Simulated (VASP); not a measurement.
Here is the system:

```xyz
4
Lattice="0.0000 3.3967 3.3967 3.3967 0.0000 3.3967 3.3967 3.3967 0.0000" Properties=species:S:1:pos:R:3 pbc="T T T"
N      0.0000     0.0000     0.0000
Ta     3.3967     3.3967     3.3967
Ta     1.6983     1.6983     1.6983
Ta     5.0950     5.0950     5.0950
```

The numbers are results of PBE GGA, VASP's PBE PAW potentials (set 64) (plane waves; VASP), not measurements. Settings: 400 eV cut-off, 6×6×6 Γ-centred mesh, Gaussian smearing of 0.27 eV, potentials N Ta_pv.

Task: Give the energies of bands 11 to 22 at the high-symmetry points, in eV from the Fermi level.

Result: 
```json
[
 {"band": "11", "Γ": "-5.16", "X": "-4.79", "U": "-4.45", "L": "-5.22", "W": "-4.20"},
 {"band": "12", "Γ": "-3.23", "X": "-3.12", "U": "-4.06", "L": "-3.28", "W": "-4.20"},
 {"band": "13", "Γ": "-3.23", "X": "-3.12", "U": "-2.87", "L": "-3.28", "W": "-3.26"},
 {"band": "14", "Γ": "-3.23", "X": "-2.59", "U": "-2.83", "L": "-1.63", "W": "-2.63"},
 {"band": "15", "Γ": "-2.42", "X": "-2.59", "U": "-1.76", "L": "-1.46", "W": "-1.35"},
 {"band": "16", "Γ": "-2.42", "X": "-0.95", "U": "-1.26", "L": "-1.19", "W": "-1.35"},
 {"band": "17", "Γ": "-0.49", "X": "-0.90", "U": "-0.63", "L": "-1.19", "W": "-0.74"},
 {"band": "18", "Γ": "-0.49", "X": "-0.90", "U": "-0.28", "L": "-0.36", "W": "-0.58"},
 {"band": "19", "Γ": "-0.49", "X": "-0.36", "U": "-0.13", "L": "-0.36", "W": "0.04"},
 {"band": "20", "Γ": "1.33", "X": "0.94", "U": "0.42", "L": "0.29", "W": "0.04"},
 {"band": "21", "Γ": "1.33", "X": "0.94", "U": "0.46", "L": "0.83", "W": "1.11"},
 {"band": "22", "Γ": "1.33", "X": "0.97", "U": "0.84", "L": "0.83", "W": "1.11"}
]
```

It has no gap at this level: it comes out as a metal or semimetal.

The structure was generated: Ta3N was put into an ordered model structure, which need not be its known phase. The cell was not relaxed at this level.
